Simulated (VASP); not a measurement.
Calculation: PBE GGA, VASP's PBE PAW potentials (set 64) (plane waves; VASP).

The input files of a VASP run:

### KPOINTS
```
Automatic mesh
0
G
 10 10 6
```

**INCAR**
```
ALGO=Normal
EDIFF=1E-6
ENCUT=400
GGA=PE
ISIF=2
ISMEAR=1
LASPH=.TRUE.
LCHARG=.FALSE.
LMAXMIX=4
LREAL=.FALSE.
LWAVE=.FALSE.
NBANDS=12
NELM=100
PREC=Accurate
SIGMA=0.1
SYSTEM=Y
```

**POSCAR**
```
Y
1
    1.8512410000    -3.2040250000     0.0000000000
    1.8512410000     3.2040250000     0.0000000000
    0.0000000000     0.0000000000     5.8826210000
Y
2
Direct
  0.3333330000   0.6666670000   0.2500000000
  0.6849570000   0.3516230000   0.7500000000
```

POTCAR, in this order: Y_sv (PBE.64 set). Program: vasp_std.

Output of the run:

File OUTCAR:
```
 ion  position               nearest neighbor table
   1  0.333  0.667  0.250-   2 3.60   2 3.60   2 3.64   2 3.64   2 3.67   2 3.67
   2  0.685  0.352  0.750-   1 3.60   1 3.60   1 3.64   1 3.64   1 3.67   1 3.67
  LATTYP: Found a base centered orthorhombic cell.
 ALAT       =     3.7024820000
 B/A-ratio  =     1.7307444033
 C/A-ratio  =     1.5888317620
 Subroutine PRICEL returns:
 Original cell was already a primitive cell.
 Subroutine GETGRP returns: Found  4 space group operations
The static configuration has the point symmetry C_1 .
 The point group associated with its full space group is C_2h.
The dynamic configuration has the point symmetry C_1 .
 Subroutine INISYM returns: Found  4 space group operations
 Subroutine IBZKPT returns following result:
 Found    208 irreducible k-points:

 Following reciprocal coordinates:
            Coordinates               Weight
  0.000000  0.000000  0.000000      1.000000
  0.100000  0.000000  0.000000      2.000000
  0.000000  0.100000  0.000000      2.000000
  0.200000  0.000000  0.000000      2.000000
  0.000000  0.200000  0.000000      2.000000
  0.300000 -0.000000  0.000000      2.000000
 -0.000000  0.300000  0.000000      2.000000
  0.400000 -0.000000  0.000000      2.000000
 -0.000000  0.400000  0.000000      2.000000
  0.500000  0.000000  0.000000      1.000000
  0.000000  0.500000  0.000000      1.000000
  0.100000  0.100000  0.000000      2.000000
  0.200000  0.100000  0.000000      2.000000
  0.100000  0.200000  0.000000      2.000000
  0.300000  0.100000  0.000000      2.000000
  0.100000  0.300000  0.000000      2.000000
  0.400000  0.100000  0.000000      2.000000
  0.100000  0.400000  0.000000      2.000000
  0.500000  0.100000  0.000000      2.000000
  0.100000  0.500000  0.000000      2.000000
 -0.400000  0.100000  0.000000      2.000000
  0.100000 -0.400000  0.000000      2.000000
 -0.300000  0.100000  0.000000      2.000000
  0.100000 -0.300000  0.000000      2.000000
 -0.200000  0.100000  0.000000      2.000000
  0.100000 -0.200000  0.000000      2.000000
 -0.100000  0.100000  0.000000      2.000000
  0.200000  0.200000  0.000000      2.000000
  0.300000  0.200000  0.000000      2.000000
  0.200000  0.300000  0.000000      2.000000
  0.400000  0.200000  0.000000      2.000000
  0.200000  0.400000  0.000000      2.000000
  0.500000  0.200000  0.000000      2.000000
  0.200000  0.500000  0.000000      2.000000
 -0.400000  0.200000  0.000000      2.000000
  0.200000 -0.400000  0.000000      2.000000
 -0.300000  0.200000  0.000000      2.000000
  0.200000 -0.300000  0.000000      2.000000
 -0.200000  0.200000  0.000000      2.000000
  0.300000  0.300000  0.000000      2.000000
   k-points           NKPTS =    208   k-points in BZ     NKDIM =    208   number of bands    NBANDS=     12
   number of dos      NEDOS =    301   number of ions     NIONS =      2
   total plane-waves  NPLWV =  23040
   dimension x,y,z NGX =    24 NGY =   24 NGZ =   40
   dimension x,y,z NGXF=    48 NGYF=   48 NGZF=   80
   ions per type =               2
   PREC   = accura    normal or accurate (medium, high low for compatibility)
   ISTART =      0    job   : 0-new  1-cont  2-samecut
   ICHARG =      2    charge: 1-file 2-atom 10-const
   ISPIN  =      1    spin polarized calculation?
   LNONCOLLINEAR =      F non collinear calculations
   LSORBIT =      F    spin-orbit coupling
   INIWAV =      1    electr: 0-lowe 1-rand  2-diag
   ENCUT  =  400.0 eV  29.40 Ry    5.42 a.u.   6.03  6.03  9.59*2*pi/ulx,y,z
   NELM   =    100;   NELMIN=  2; NELMDL= -5     # of ELM steps
   EDIFF  = 0.1E-05   stopping-criterion for ELM
...
```

File OSZICAR:
```
       N       E                     dE             d eps       ncg     rms          rms(c)
DAV:   1     0.880703260799E+02    0.88070E+02   -0.10397E+04  5096   0.143E+03
DAV:   2    -0.340327314933E+01   -0.91474E+02   -0.90900E+02  5584   0.298E+02
DAV:   3    -0.127832958992E+02   -0.93800E+01   -0.92438E+01  9784   0.562E+01
DAV:   4    -0.132492563190E+02   -0.46596E+00   -0.44402E+00  6248   0.106E+01
DAV:   5    -0.132742889594E+02   -0.25033E-01   -0.23414E-01  6992   0.167E+00    0.315E+01
DAV:   6    -0.129086989306E+02    0.36559E+00   -0.51706E-01  5196   0.609E+00    0.197E+01
DAV:   7    -0.128378889563E+02    0.70810E-01   -0.96393E-01  6224   0.779E+00    0.180E+00
DAV:   8    -0.128285262335E+02    0.93627E-02   -0.21158E-01  5784   0.348E+00    0.151E+00
DAV:   9    -0.128279711119E+02    0.55512E-03   -0.73128E-03  7532   0.507E-01    0.508E-01
DAV:  10    -0.128280643008E+02   -0.93189E-04   -0.27445E-03  5392   0.566E-01    0.114E+00
DAV:  11    -0.128279017042E+02    0.16260E-03   -0.28519E-04  7096   0.158E-01    0.614E-02
DAV:  12    -0.128279010767E+02    0.62742E-06   -0.71722E-05  5784   0.848E-02    0.809E-02
DAV:  13    -0.128279004981E+02    0.57867E-06   -0.12293E-05  5400   0.384E-02    0.635E-03
DAV:  14    -0.128279003861E+02    0.11199E-06   -0.80920E-07  2940   0.481E-03
   1 F= -.12827900E+02 E0= -.12828483E+02  d E =0.174647E-02
```

**OUTCAR**
```
------------------------ aborting loop because EDIFF is reached ----------------------------------------
  FORCE on cell =-STRESS in cart. coord.  units (eV):
  Direction    XX          YY          ZZ          XY          YZ          ZX
  --------------------------------------------------------------------------------------
  Total       -0.8305685     -0.8184429     -1.5018587     -0.0727554      0.0000000      0.0000000
  in kB      -19.0689286    -18.7905405    -34.4810057     -1.6703823      0.0000000      0.0000000
  external PRESSURE =     -24.1134916 kB  Pullay stress =       0.0000000 kB
  volume of cell :       69.78
      direct lattice vectors                 reciprocal lattice vectors
     1.851241000 -3.204025000  0.000000000     0.270089092 -0.156053714  0.000000000
     1.851241000  3.204025000  0.000000000     0.270089092  0.156053714  0.000000000
     0.000000000  0.000000000  5.882621000     0.000000000  0.000000000  0.169992253
 POSITION                                       TOTAL-FORCE (eV/Angst)
 -----------------------------------------------------------------------------------
      1.85124      1.06801      1.47066         0.077769     -0.003658      0.000000
      1.91896     -1.06801      4.41197        -0.077769      0.003658      0.000000
 -----------------------------------------------------------------------------------
    total drift:                               -0.000005     -0.000000      0.000000
  FREE ENERGIE OF THE ION-ELECTRON SYSTEM (eV)
  ---------------------------------------------------
  free  energy   TOTEN  =       -12.8279003861 eV

  energy  without entropy=      -12.8296468608  energy(sigma->0) =      -12.82848254
```
(Selected blocks of OUTCAR.)

**OUTCAR**
```
 val. band max:        2.7151421931   @ k =   0.1000   0.3000   0.0000

 cond. band min:       2.7171207250   @ k =   0.1000   0.4000  -0.3333


 Fermi energy:         2.7156031703

 k-point     1 :       0.0000    0.0000    0.0000
  band No.  band energies     occupation
      1     -40.1299      2.00000
      2     -40.0766      2.00000
      3     -20.3263      2.00000
      4     -19.9490      2.00000
      5     -19.9365      2.00000
      6     -19.8767      2.00000
      7     -19.8715      2.00000
      8     -19.8525      2.00000
      9      -1.8756      2.00000
     10       0.9172      2.00000
     11       3.3564     -0.00000
     12       4.4154     -0.00000

 k-point     2 :       0.1000    0.0000    0.0000
  band No.  band energies     occupation
      1     -40.1260      2.00000
      2     -40.0752      2.00000
      3     -20.3115      2.00000
      4     -19.9780      2.00000
      5     -19.9473      2.00000
      6     -19.9038      2.00000
      7     -19.8799      2.00000
      8     -19.8594      2.00000
      9      -1.6751      2.00000
     10       1.1105      2.00000
     11       3.1917     -0.00000
     12       3.9682     -0.00000

 k-point     3 :       0.0000    0.1000    0.0000
  band No.  band energies     occupation
      1     -40.1262      2.00000
      2     -40.0750      2.00000
      3     -20.3125      2.00000
      4     -19.9686      2.00000
      5     -19.9567      2.00000
      6     -19.9073      2.00000
      7     -19.8764      2.00000
      8     -19.8583      2.00000
      9      -1.6759      2.00000
     10       1.1061      2.00000
     11       3.1775     -0.00000
     12       3.9966     -0.00000

 k-point     4 :       0.2000    0.0000    0.0000
  band No.  band energies     occupation
      1     -40.1155      2.00000
      2     -40.0717      2.00000
      3     -20.2699      2.00000
      4     -20.0552      2.00000
      5     -19.9847      2.00000
      6     -19.9732      2.00000
...
```

The compound is Y in the hcp structure. The cell was not relaxed at this level, atoms are displaced from their ideal sites. The run is one of a series of settings (NBANDS = 12 against the base run), some of them coarse on purpose. VASP warned that the highest band is occupied, so more bands are needed.
